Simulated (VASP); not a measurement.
PbTe (relaxed from the rock salt structure, space group Fm-3m) relaxed at rising pressure, in one space group throughout; other phases were not tried. The pressures are those reached. Method: PBEsol GGA, VASP's PBE PAW potentials (set 64) (plane waves; VASP 6.6.1).

| P (GPa) | V (Å³/atom) | k-mesh |
|---|---|---|
| -0.04 | 33.420 | 7×7×7 |
| 4.94 | 30.525 | 7×7×7 |
| 10.00 | 28.593 | 8×8×8 |
| 20.01 | 25.961 | 8×8×8 |
| 29.89 | 24.208 | 8×8×8 |

A change of mesh leaves a small step in the series.

**Question.** Fit an equation of state and predict the volume at 45.09 GPa.

**Answer.** Least squares on the third-order Birch-Murnaghan form, P = (3B0/2)(y⁷ − y⁵)[1 + (3/4)(B′ − 4)(y² − 1)] with y = (V0/V)^(1/3), gives V0 = 33.381 Å³/atom, B0 = 46 GPa and B′ = 4.4, and so 22.298 Å³/atom. The run gave 22.302 Å³/atom, +0.0 % from the fit.

Pressures at which the relaxation failed are left out.

The structure was generated: PbTe was put into the rock salt type (Fm-3m), which need not be its known phase.
